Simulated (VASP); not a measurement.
Calculation: r2SCAN meta-GGA, VASP's PBE PAW potentials (set 64) (plane waves; VASP).

The input files of a VASP run:

POSCAR:
```
Pt
1
    0.0000000000     1.9710932314     1.9119604345
    1.9710932314     0.0000000000     1.9119604345
    1.9710932314     1.9710932314     0.0000000000
Pt
1
Direct
  0.0000000000   0.0000000000   0.0000000000
```

### KPOINTS
```
K-points
0
gamma
  14 14 14
```

INCAR:
```
# general
SYSTEM =Pt
PREC   =Accurate
ENCUT  =480
LREAL  =F
LASPH  =T

# electronic loop
EDIFF  =1E-7
NELM   =100
ALGO   =Normal
LMAXMIX=6
LMIXTAU=T

# smearing
ISMEAR =1
SIGMA  =0.1

# functional
METAGGA=R2SCAN

# ions
ISIF   =2

# output
LWAVE  =F
LCHARG =F
```

POTCAR, in this order: Pt (PBE.64 set). Program: vasp_std.

Output of the run:

### OSZICAR
```
       N       E                     dE             d eps       ncg     rms          rms(c)
DAV:   1    -0.125839817764E+02   -0.12584E+02   -0.54181E+03  4616   0.998E+02
DAV:   2    -0.543205023312E+02   -0.41737E+02   -0.39833E+02  4640   0.187E+02
DAV:   3    -0.547126256182E+02   -0.39212E+00   -0.38891E+00  5186   0.186E+01
DAV:   4    -0.547140031240E+02   -0.13775E-02   -0.13774E-02  4945   0.113E+00
DAV:   5    -0.547140141588E+02   -0.11035E-04   -0.11035E-04  5060   0.911E-02    0.139E+01
DAV:   6    -0.510415721258E+02    0.36724E+01   -0.34530E+00  4496   0.160E+01    0.662E+00
DAV:   7    -0.513508040381E+02   -0.30923E+00   -0.58177E-01  4418   0.447E+00    0.468E+00
DAV:   8    -0.514470715441E+02   -0.96268E-01   -0.31079E-01  4454   0.364E+00    0.101E+00
DAV:   9    -0.514901722375E+02   -0.43101E-01   -0.42370E-02  4496   0.142E+00    0.170E-01
DAV:  10    -0.514922710491E+02   -0.20988E-02   -0.40340E-03  4569   0.480E-01    0.947E-02
DAV:  11    -0.514924144894E+02   -0.14344E-03   -0.20328E-04  4617   0.151E-01    0.682E-02
DAV:  12    -0.514928554922E+02   -0.44100E-03   -0.22127E-04  4498   0.990E-02    0.293E-03
DAV:  13    -0.514928547040E+02    0.78824E-06   -0.71579E-06  4541   0.295E-02    0.638E-03
DAV:  14    -0.514928565460E+02   -0.18420E-05   -0.16219E-06  4634   0.109E-02    0.227E-03
DAV:  15    -0.514928591437E+02   -0.25977E-05   -0.26673E-06  4460   0.123E-02    0.132E-03
DAV:  16    -0.514928593428E+02   -0.19912E-06   -0.87381E-08  3691   0.288E-03    0.727E-04
DAV:  17    -0.514928593488E+02   -0.60137E-08   -0.38078E-09  2252   0.485E-04
   1 F= -.51492859E+02 E0= -.51492839E+02  d E =-.621739E-04
```

OUTCAR:
```
------------------------ aborting loop because EDIFF is reached ----------------------------------------
  FORCE on cell =-STRESS in cart. coord.  units (eV):
  Direction    XX          YY          ZZ          XY          YZ          ZX
  --------------------------------------------------------------------------------------
  Total        0.7518083      0.7518083      1.0654886      0.0000000      0.0000000      0.0000000
  in kB       81.0764069     81.0764069    114.9042678      0.0000000      0.0000000      0.0000000
  external PRESSURE =      92.3523606 kB  Pullay stress =       0.0000000 kB
  volume of cell :       14.86
      direct lattice vectors                 reciprocal lattice vectors
     0.000000000  1.971093231  1.911960435    -0.253666337  0.253666337  0.261511688
     1.971093231  0.000000000  1.911960435     0.253666337 -0.253666337  0.261511688
     1.971093231  1.971093231  0.000000000     0.253666337  0.253666337 -0.261511688
 POSITION                                       TOTAL-FORCE (eV/Angst)
 -----------------------------------------------------------------------------------
      0.00000      0.00000      0.00000         0.000000      0.000000      0.000000
 -----------------------------------------------------------------------------------
    total drift:                                0.000000      0.000000      0.000000
  FREE ENERGIE OF THE ION-ELECTRON SYSTEM (eV)
  ---------------------------------------------------
  free  energy   TOTEN  =       -51.4928593488 eV

  energy  without entropy=      -51.4927971749  energy(sigma->0) =      -51.49283862
```
(Selected blocks of OUTCAR.)

The compound is Pt in the fcc structure. This cell was strained or had an atom moved on purpose.
